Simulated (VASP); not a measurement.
Calculation: PBE GGA, VASP's PBE PAW potentials (set 64) (plane waves; VASP 6.6.1).

Input for VASP

INCAR:
```
SYSTEM = FeAl
PREC = Accurate
ENCUT = 345
EDIFF = 1E-6
NELM = 100
ALGO = Normal
LREAL = .FALSE.
LASPH = .TRUE.
ISMEAR = 0
SIGMA = 0.1
GGA = PE
LMAXMIX = 4
LWAVE = .FALSE.
LCHARG = .FALSE.
ISIF = 2
```

POSCAR:
```
FeAl
1.0
  2.9105820000   0.0000000000   0.0000000000
  0.0000000000   2.9105820000   0.0000000000
  0.0000000000   0.0000000000   2.9105820000
Al Fe
1 1
Cart
  1.4552910000   1.4552910000   1.4552910000
  0.0000000000   0.0000000000   0.0000000000
```

KPOINTS:
```
Automatic mesh
0
Gamma
11 11 11
0 0 0
```

POTCAR, in this order: Al Fe (PBE.64 set). Program: vasp_std.

At this cut-off the stress carries a Pulay error, which pulls relaxed volumes low.

Q: Predict the energy per atom (σ→0), pressure, band gap (on the k-mesh).

A: 
| Item | Result |
|---|---|
| energy per atom (σ→0) | -6.294 eV/atom |
| band gap (on the k-mesh) | none (metal, semimetal or under 0.01 eV) |
| pressure | -7.25 GPa |

### OSZICAR
```
...
DAV:   6    -0.169585598000E+02   -0.23987E+01   -0.79402E+01  1146   0.134E+02    0.195E+01
DAV:   7    -0.126343634361E+02    0.43242E+01   -0.40320E+01  1119   0.836E+01    0.249E+00
DAV:   8    -0.126094284827E+02    0.24935E-01   -0.22000E-01  1093   0.536E+00    0.148E+00
DAV:   9    -0.125959227870E+02    0.13506E-01   -0.45842E-02  1190   0.326E+00    0.374E-01
DAV:  10    -0.125955189247E+02    0.40386E-03   -0.85594E-04  1243   0.355E-01    0.154E-01
DAV:  11    -0.125955068133E+02    0.12111E-04   -0.17887E-05  1099   0.446E-02    0.149E-02
DAV:  12    -0.125955061783E+02    0.63509E-06   -0.27418E-06   982   0.188E-02
   1 F= -.12595506E+02 E0= -.12587221E+02  d E =-.165697E-01
```

The structure is a typed FeAl crystal. The cell was not relaxed at this level. The run is one of a series of settings (ENCUT = 345 against the base run), some of them coarse on purpose. The run is not spin-polarised, so no magnetic state was tried. The electron count is odd and the run is not spin-polarised, which forces a metal.
